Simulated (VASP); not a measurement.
Level of theory: LDA (Ceperley-Alder, Perdew-Zunger), VASP's LDA PAW potentials (set 64) (plane waves; VASP).

VASP input:

KPOINTS:
```
Automatic mesh
0
Gamma
7 7 7
0 0 0
```

**POSCAR**
```
Ta2Si
1.0
 -3.0877650000   3.0877650000   2.5236400000
  3.0877650000  -3.0877650000   2.5236400000
  3.0877650000   3.0877650000  -2.5236400000
Ta Si
4 2
Cart
  2.0775100473   1.0102549527   2.5236400000
  1.0102549527   2.0775100473   0.0000000000
 -1.0102549527   2.0775100473   2.5236400000
  4.0980199527   1.0102549527  -0.0000000000
  0.0000000000   0.0000000000   1.2618200000
  0.0000000000  -0.0000000000   3.7854600000
```

INCAR:
```
! general
SYSTEM   = Ta2Si
PREC     = Accurate
ENCUT    = 300
LREAL    = F
LASPH    = T

! electronic loop
EDIFF    = 1E-8
NELM     = 100
ALGO     = Normal
LMAXMIX  = 6

! smearing
ISMEAR   = 0
SIGMA    = 0.1

! ions
IBRION   = 8
NSW      = 1
ISIF     = 2

! output
LWAVE    = F
LCHARG   = F

! other
LEPSILON = F
```

POTCAR, in this order: Ta_pv Si (LDA.64 set). Program: vasp_std.

The resulting files:

OSZICAR:
```
...
DAV:   8    -0.666563716942E+02    0.33716E-01   -0.59610E-02  3094   0.113E+00    0.647E-01
DAV:   9    -0.666528855751E+02    0.34861E-02   -0.75236E-03  3114   0.492E-01    0.167E-01
DAV:  10    -0.666526944381E+02    0.19114E-03   -0.39023E-04  3190   0.130E-01    0.701E-02
DAV:  11    -0.666526873571E+02    0.70809E-05   -0.38070E-05  3026   0.359E-02    0.248E-02
DAV:  12    -0.666526869036E+02    0.45357E-06   -0.49746E-06  3132   0.141E-02    0.256E-03
DAV:  13    -0.666526868551E+02    0.48468E-07   -0.47065E-07  3108   0.412E-03    0.166E-03
DAV:  14    -0.666526868494E+02    0.56853E-08   -0.21826E-08  2430   0.866E-04
   1 F= -.66652687E+02 E0= -.66642351E+02  d E =-.206715E-01
 Linear response reoptimize wavefunctions
DAV:   1    -0.666526868496E+02   -0.19736E-09   -0.21928E-09  2055   0.267E-04
DAV:   2    -0.666526868496E+02   -0.90949E-11   -0.46547E-10  1996   0.117E-04
 Linear response DOF=           4
 Linear response progress:
  Degree of freedom:   1/  4
       N       E                     dE             d eps       ncg     rms          rms(c)
RMM:   1    -0.157630193407E+00   -0.15763E+00    0.12563E+01  6204   0.218E+01
RMM:   2    -0.191814614585E+00   -0.34184E-01   -0.45486E-02  9769   0.136E+00    0.133E-01
RMM:   3    -0.191918688675E+00   -0.10407E-03   -0.83013E-03 10470   0.291E-01    0.779E-02
RMM:   4    -0.191731844425E+00    0.18684E-03   -0.10706E-03 12041   0.110E-01    0.370E-02
RMM:   5    -0.191602455969E+00    0.12939E-03   -0.13732E-04 11184   0.368E-02    0.149E-02
RMM:   6    -0.191551079807E+00    0.51376E-04   -0.28205E-05 11501   0.165E-02    0.853E-03
RMM:   7    -0.191502190428E+00    0.48889E-04   -0.10074E-05 12173   0.928E-03    0.272E-03
RMM:   8    -0.191493651191E+00    0.85392E-05   -0.50892E-06 11859   0.365E-03    0.124E-03
RMM:   9    -0.191491084913E+00    0.25663E-05   -0.26386E-06 11991   0.243E-03    0.264E-04
RMM:  10    -0.191491126660E+00   -0.41747E-07   -0.14954E-06 12439   0.111E-03    0.152E-04
RMM:  11    -0.191491360340E+00   -0.23368E-06   -0.87808E-07 13703   0.791E-04    0.519E-05
RMM:  12    -0.191491426955E+00   -0.66615E-07   -0.56315E-07 13236   0.617E-04    0.228E-05
RMM:  13    -0.191491498580E+00   -0.71625E-07   -0.31739E-07 13921   0.546E-04    0.136E-05
RMM:  14    -0.191491557967E+00   -0.59388E-07   -0.20442E-07 13827   0.494E-04    0.723E-06
RMM:  15    -0.191491592339E+00   -0.34371E-07   -0.17149E-07 14337   0.467E-04    0.385E-06
RMM:  16    -0.191491592268E+00    0.71118E-10   -0.11419E-07 14510   0.443E-04    0.201E-06
RMM:  17    -0.191491595705E+00   -0.34371E-08   -0.94147E-08 14975   0.431E-04    0.212E-06
 Linear response progress:
  Degree of freedom:   2/  4
       N       E                     dE             d eps       ncg     rms          rms(c)
RMM:   1    -0.156198367504E+00   -0.15620E+00    0.12679E+01  6366   0.212E+01
RMM:   2    -0.189515243054E+00   -0.33317E-01   -0.44865E-02  9755   0.132E+00    0.125E-01
RMM:   3    -0.189606224024E+00   -0.90981E-04   -0.87430E-03 10763   0.295E-01    0.700E-02
RMM:   4    -0.189442285404E+00    0.16394E-03   -0.10071E-03 12026   0.105E-01    0.346E-02
RMM:   5    -0.189277269750E+00    0.16502E-03   -0.11949E-04 10976   0.369E-02    0.105E-02
RMM:   6    -0.189200913817E+00    0.76356E-04   -0.23488E-05 12008   0.161E-02    0.365E-03
RMM:   7    -0.189188319729E+00    0.12594E-04   -0.98211E-06 12205   0.578E-03    0.140E-03
RMM:   8    -0.189186419279E+00    0.19004E-05   -0.45568E-06 12289   0.311E-03    0.480E-04
RMM:   9    -0.189187402892E+00   -0.98361E-06   -0.25328E-06 12276   0.174E-03    0.254E-04
RMM:  10    -0.189188049455E+00   -0.64656E-06   -0.16419E-06 13293   0.113E-03    0.134E-04
RMM:  11    -0.189188331922E+00   -0.28247E-06   -0.97891E-07 12943   0.811E-04    0.529E-05
RMM:  12    -0.189188414375E+00   -0.82454E-07   -0.71181E-07 13298   0.672E-04    0.260E-05
RMM:  13    -0.189188506661E+00   -0.92286E-07   -0.52650E-07 13173   0.573E-04    0.110E-05
RMM:  14    -0.189188533122E+00   -0.26461E-07   -0.42786E-07 14188   0.511E-04    0.616E-06
RMM:  15    -0.189188531877E+00    0.12446E-08   -0.33405E-07 14136   0.466E-04    0.337E-06
RMM:  16    -0.189188544136E+00   -0.12258E-07   -0.31816E-07 14650   0.441E-04    0.170E-06
RMM:  17    -0.189188548568E+00   -0.44326E-08   -0.25375E-07 14817   0.423E-04    0.140E-06
RMM:  18    -0.189188554577E+00   -0.60087E-08   -0.24362E-07 15062   0.412E-04    0.685E-07
RMM:  19    -0.189188559820E+00   -0.52430E-08   -0.20809E-07 15093   0.403E-04    0.893E-07
RMM:  20    -0.189188556065E+00    0.37547E-08   -0.20503E-07 15131   0.398E-04    0.977E-07
RMM:  21    -0.189188553914E+00    0.21512E-08   -0.17759E-07 14902   0.394E-04    0.153E-06
RMM:  22    -0.189188552781E+00    0.11336E-08   -0.17750E-07 15277   0.392E-04    0.234E-06
RMM:  23    -0.189188550602E+00    0.21788E-08   -0.14637E-07 15135   0.390E-04    0.262E-06
RMM:  24    -0.189188550435E+00    0.16725E-09   -0.14972E-07 15268   0.389E-04    0.270E-06
RMM:  25    -0.189188549347E+00    0.10870E-08   -0.13295E-07 15334   0.388E-04    0.253E-06
 Linear response progress:
  Degree of freedom:   3/  4
       N       E                     dE             d eps       ncg     rms          rms(c)
RMM:   1    -0.262683738977E-01   -0.26268E-01    0.43496E-02 12622   0.109E+00
RMM:   2    -0.235166362299E-01    0.27517E-02   -0.59041E-03  9719   0.278E-01    0.129E-01
RMM:   3    -0.234996047404E-01    0.17031E-04   -0.12466E-03  9843   0.138E-01    0.723E-02
RMM:   4    -0.236042707470E-01   -0.10467E-03   -0.24358E-04  9800   0.674E-02    0.316E-02
RMM:   5    -0.236764053750E-01   -0.72135E-04   -0.55219E-05 11674   0.282E-02    0.125E-02
RMM:   6    -0.236834741587E-01   -0.70688E-05   -0.99985E-06 10491   0.149E-02    0.275E-03
RMM:   7    -0.236910982383E-01   -0.76241E-05   -0.18737E-06  9900   0.602E-03    0.132E-03
RMM:   8    -0.236887033043E-01    0.23949E-05   -0.73488E-07 11283   0.211E-03    0.342E-04
RMM:   9    -0.236891291736E-01   -0.42587E-06   -0.29721E-08 10972   0.625E-04    0.200E-04
RMM:  10    -0.236896371956E-01   -0.50802E-06   -0.34320E-08 12847   0.296E-04    0.390E-05
RMM:  11    -0.236895029197E-01    0.13428E-06    0.34550E-08 12091   0.163E-04    0.173E-05
RMM:  12    -0.236894953363E-01    0.75835E-08   -0.65348E-08 12609   0.126E-04    0.791E-06
 Linear response progress:
  Degree of freedom:   4/  4
       N       E                     dE             d eps       ncg     rms          rms(c)
RMM:   1    -0.258129569455E-01   -0.25813E-01    0.66100E-02  6483   0.982E-01
RMM:   2    -0.232665487224E-01    0.25464E-02   -0.43873E-03  5012   0.235E-01    0.125E-01
RMM:   3    -0.231603823555E-01    0.10617E-03   -0.13635E-03  4784   0.134E-01    0.565E-02
RMM:   4    -0.233322559035E-01   -0.17187E-03   -0.47452E-04  5748   0.675E-02    0.195E-02
RMM:   5    -0.233233391424E-01    0.89168E-05   -0.53712E-05  5200   0.331E-02    0.698E-03
RMM:   6    -0.233546000312E-01   -0.31261E-04   -0.14620E-05  5241   0.137E-02    0.250E-03
RMM:   7    -0.233501578555E-01    0.44422E-05   -0.16660E-06  5555   0.440E-03    0.646E-04
RMM:   8    -0.233494205687E-01    0.73729E-06   -0.34681E-07  5762   0.127E-03    0.355E-04
RMM:   9    -0.233497821560E-01   -0.36159E-06   -0.75107E-08  5938   0.515E-04    0.103E-04
RMM:  10    -0.233498682127E-01   -0.86057E-07   -0.97527E-08  5456   0.323E-04    0.312E-05
RMM:  11    -0.233498746928E-01   -0.64800E-08   -0.33038E-08  6465   0.154E-04    0.227E-05
 Linear response finished
```

File OUTCAR:
```
------------------------ aborting loop because EDIFF is reached ----------------------------------------

   1 f  =   12.638605 THz    79.410694 2PiTHz  421.578468 cm-1    52.269045 meV
             X         Y         Z           dx          dy          dz
      2.077510  1.010255  2.523640    -0.076415   -0.076415   -0.000000
      1.010255  2.077510  0.000000     0.076415    0.076415    0.000000
     -1.010255  2.077510  2.523640     0.076415   -0.076415   -0.000000
      4.098020  1.010255  0.000000    -0.076415    0.076415    0.000000
      0.000000  0.000000  1.261820    -0.000000   -0.000000    0.690393
      0.000000  0.000000  3.785460    -0.000000   -0.000000   -0.690393

   2 f  =   12.188145 THz    76.580376 2PiTHz  406.552770 cm-1    50.406097 meV
             X         Y         Z           dx          dy          dz
      2.077510  1.010255  2.523640    -0.128763   -0.154095   -0.000000
      1.010255  2.077510  0.000000    -0.128763   -0.154095    0.000000
     -1.010255  2.077510  2.523640     0.045632   -0.096164    0.000000
      4.098020  1.010255  0.000000     0.045632   -0.096164   -0.000000
      0.000000  0.000000  1.261820     0.211084    0.635444    0.000000
      0.000000  0.000000  3.785460     0.211084    0.635444   -0.000000

   3 f  =   12.188145 THz    76.580376 2PiTHz  406.552770 cm-1    50.406097 meV
             X         Y         Z           dx          dy          dz
      2.077510  1.010255  2.523640     0.096164    0.045632    0.000000
      1.010255  2.077510  0.000000     0.096164    0.045632   -0.000000
     -1.010255  2.077510  2.523640     0.154095   -0.128763   -0.000000
      4.098020  1.010255  0.000000     0.154095   -0.128763    0.000000
      0.000000  0.000000  1.261820    -0.635444    0.211084    0.000000
      0.000000  0.000000  3.785460    -0.635444    0.211084   -0.000000

   4 f  =   11.649270 THz    73.194522 2PiTHz  388.577822 cm-1    48.177488 meV
             X         Y         Z           dx          dy          dz
      2.077510  1.010255  2.523640    -0.000000   -0.000000    0.129943
      1.010255  2.077510  0.000000    -0.000000   -0.000000   -0.129943
     -1.010255  2.077510  2.523640    -0.000000    0.000000   -0.098920
      4.098020  1.010255  0.000000    -0.000000    0.000000    0.098920
      0.000000  0.000000  1.261820    -0.681755   -0.092411   -0.000000
      0.000000  0.000000  3.785460     0.681755    0.092411   -0.000000

   5 f  =   11.649270 THz    73.194522 2PiTHz  388.577822 cm-1    48.177488 meV
             X         Y         Z           dx          dy          dz
      2.077510  1.010255  2.523640     0.000000    0.000000   -0.098920
      1.010255  2.077510  0.000000    -0.000000   -0.000000    0.098920
     -1.010255  2.077510  2.523640    -0.000000    0.000000   -0.129943
      4.098020  1.010255  0.000000     0.000000   -0.000000    0.129943
      0.000000  0.000000  1.261820    -0.092411    0.681755    0.000000
      0.000000  0.000000  3.785460     0.092411   -0.681755    0.000000

   6 f  =    8.967294 THz    56.343170 2PiTHz  299.116734 cm-1    37.085732 meV
             X         Y         Z           dx          dy          dz
      2.077510  1.010255  2.523640    -0.000000   -0.000000   -0.134111
      1.010255  2.077510  0.000000    -0.000000   -0.000000   -0.134111
     -1.010255  2.077510  2.523640     0.000000   -0.000000   -0.134111
      4.098020  1.010255  0.000000     0.000000   -0.000000   -0.134111
      0.000000  0.000000  1.261820    -0.000000   -0.000000    0.681196
      0.000000  0.000000  3.785460     0.000000    0.000000    0.681196

   7 f  =    4.907996 THz    30.837848 2PiTHz  163.713124 cm-1    20.297831 meV
             X         Y         Z           dx          dy          dz
      2.077510  1.010255  2.523640     0.353553   -0.353553   -0.000000
      1.010255  2.077510  0.000000    -0.353553    0.353553   -0.000000
     -1.010255  2.077510  2.523640     0.353553    0.353553    0.000000
      4.098020  1.010255  0.000000    -0.353553   -0.353553    0.000000
      0.000000  0.000000  1.261820     0.000000   -0.000000    0.000000
      0.000000  0.000000  3.785460    -0.000000    0.000000   -0.000000

   8 f  =    4.686632 THz    29.446976 2PiTHz  156.329209 cm-1    19.382343 meV
             X         Y         Z           dx          dy          dz
      2.077510  1.010255  2.523640     0.353553    0.353553    0.000000
      1.010255  2.077510  0.000000    -0.353553   -0.353553    0.000000
     -1.010255  2.077510  2.523640     0.353553   -0.353553   -0.000000
      4.098020  1.010255  0.000000    -0.353553    0.353553   -0.000000
      0.000000  0.000000  1.261820     0.000000   -0.000000   -0.000000
      0.000000  0.000000  3.785460     0.000000   -0.000000    0.000000

   9 f  =    4.614792 THz    28.995595 2PiTHz  153.932898 cm-1    19.085238 meV
             X         Y         Z           dx          dy          dz
      2.077510  1.010255  2.523640     0.353553   -0.353553   -0.000000
      1.010255  2.077510  0.000000    -0.353553    0.353553   -0.000000
     -1.010255  2.077510  2.523640    -0.353553   -0.353553    0.000000
      4.098020  1.010255  0.000000     0.353553    0.353553    0.000000
      0.000000  0.000000  1.261820    -0.000000    0.000000   -0.000000
      0.000000  0.000000  3.785460     0.000000    0.000000   -0.000000

  10 f  =    4.550310 THz    28.590439 2PiTHz  151.781993 cm-1    18.818560 meV
             X         Y         Z           dx          dy          dz
      2.077510  1.010255  2.523640    -0.000000    0.000000   -0.500000
      1.010255  2.077510  0.000000    -0.000000   -0.000000   -0.500000
     -1.010255  2.077510  2.523640     0.000000   -0.000000    0.500000
      4.098020  1.010255  0.000000    -0.000000    0.000000    0.500000
      0.000000  0.000000  1.261820     0.000000   -0.000000   -0.000000
      0.000000  0.000000  3.785460    -0.000000   -0.000000   -0.000000

  11 f  =    3.220359 THz    20.234115 2PiTHz  107.419628 cm-1    13.318331 meV
             X         Y         Z           dx          dy          dz
      2.077510  1.010255  2.523640     0.077323    0.475727    0.000000
      1.010255  2.077510  0.000000     0.077323    0.475727   -0.000000
     -1.010255  2.077510  2.523640    -0.125929   -0.486000    0.000000
      4.098020  1.010255  0.000000    -0.125929   -0.486000   -0.000000
      0.000000  0.000000  1.261820     0.122399    0.025868   -0.000000
      0.000000  0.000000  3.785460     0.122399    0.025868    0.000000

  12 f  =    3.220359 THz    20.234115 2PiTHz  107.419628 cm-1    13.318331 meV
             X         Y         Z           dx          dy          dz
      2.077510  1.010255  2.523640     0.486000   -0.125929    0.000000
      1.010255  2.077510  0.000000     0.486000   -0.125929   -0.000000
     -1.010255  2.077510  2.523640    -0.475727    0.077323   -0.000000
      4.098020  1.010255  0.000000    -0.475727    0.077323    0.000000
      0.000000  0.000000  1.261820    -0.025868    0.122399   -0.000000
      0.000000  0.000000  3.785460    -0.025868    0.122399    0.000000

...
```
(Selected blocks of OUTCAR.)

File OUTCAR:
```
 val. band max:        7.4429461976   @ k =  -0.2857   0.1429  -0.0000

 cond. band min:       7.4606723528   @ k =  -0.4286   0.4286   0.1429


 Fermi energy:         7.4523659358

 k-point     1 :       0.0000    0.0000    0.0000
  band No.  band energies     occupation
      1     -26.9118      2.00000
      2     -26.9118      2.00000
      3     -26.8927      2.00000
      4     -26.8485      2.00000
      5     -26.8485      2.00000
      6     -26.8144      2.00000
      7     -26.8090      2.00000
      8     -26.7051      2.00000
      9     -26.5617      2.00000
     10     -26.3136      2.00000
     11     -26.3024      2.00000
     12     -26.3024      2.00000
     13      -4.5125      2.00000
     14       0.0382      2.00000
     15       2.5650      2.00000
     16       2.7397      2.00000
     17       3.2385      2.00000
     18       3.2385      2.00000
     19       5.0016      2.00000
     20       5.0016      2.00000
     21       5.0051      2.00000
     22       5.0051      2.00000
     23       5.0467      2.00000
     24       5.5037      2.00000
     25       7.6264      0.01387
     26       7.6862      0.00094
     27       8.3776      0.00000
     28       8.7336      0.00000
     29       8.7372      0.00000
     30       9.0245      0.00000
     31       9.0336      0.00000

 k-point     2 :       0.1429    0.0000    0.0000
  band No.  band energies     occupation
      1     -26.9491      2.00000
      2     -26.9477      2.00000
      3     -26.9051      2.00000
      4     -26.8184      2.00000
      5     -26.8048      2.00000
      6     -26.8034      2.00000
      7     -26.7887      2.00000
      8     -26.7075      2.00000
      9     -26.5249      2.00000
     10     -26.3615      2.00000
     11     -26.3076      2.00000
     12     -26.3052      2.00000
     13      -4.2919      2.00000
     14      -0.2147      2.00000
     15       2.3923      2.00000
     16       2.6395      2.00000
     17       3.2986      2.00000
...
```

Unless said otherwise, spin-orbit coupling is left out, though it shifts the bands of the heavy elements here.

The structure comes from a computed database's Ta2Si entry (I4/mcm); how it stands against other phases isn't given here. The cell was not relaxed at this level. The run is one of a series of settings (EDIFF = 1E-8, IBRION = 8, LEPSILON = .FALSE., NSW = 1 against the base run), some of them coarse on purpose.
